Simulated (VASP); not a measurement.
A VASP calculation is set up with these files.

**INCAR**
```
SYSTEM = Ca
PREC = Accurate; ENCUT = 520; LREAL = .FALSE.
LASPH = .TRUE.
EDIFF = 1E-6; NELM = 100; ALGO = Normal
ISMEAR = 1; SIGMA = 0.1
GGA = PE; IVDW = 13
IBRION = 2; NSW = 60; ISIF = 3
EDIFFG = -0.01
LWAVE = .FALSE.; LCHARG = .FALSE.
```

**POSCAR**
```
Ca
1
   -0.0000000000     2.7555151340     2.7555151340
    2.7555151340    -0.0000000000     2.7555151340
    2.7555151340     2.7555151340    -0.0000000000
Ca
1
Direct
  0.0000000000   0.0000000000   0.0000000000
```

**KPOINTS**
```
kpoints
0
Gamma
  10 10 10
```

POTCAR, in this order: Ca_sv (PBE.64 set). Program: vasp_std.

Q: Translate this PBE-D4 calculation to Ansatz.

A: One equivalent input (not run):
Ansatz 0.2 input:
```yaml
crystal:
  lattice:
    - [0.0000000, 2.7555151, 2.7555151]
    - [2.7555151, 0.0000000, 2.7555151]
    - [2.7555151, 2.7555151, 0.0000000]
  atoms:
    - { symbol: Ca, position: [0.0000000, 0.0000000, 0.0000000] }
kpoints:
  mp_grid: { grid: [10, 10, 10] }
hamiltonian:
  xc: pbe
  dispersion: d4
  pseudopotentials: { kind: paw }
scf:
  occupations: { method: methfessel_paxton, width: 0.1 }
  max_iter: 100
relax:
  max_steps: 60
  f_tol: 0.01
  cell: {}
output: { forces: true, stress: true, eigenvalues: true }
```
The two are equivalent in intent, not identical: each code has its own PAW files, so the cut-off isn't converted (ENCUT is set for VASP's; basis.ecutwfc is left out, and Ansatz then takes the one that its files recommend); Ansatz stops its SCF on the density residual and VASP on the energy change (EDIFF).

The compound is Ca in the fcc structure. It was relaxed first. The start is the result of an earlier pass.
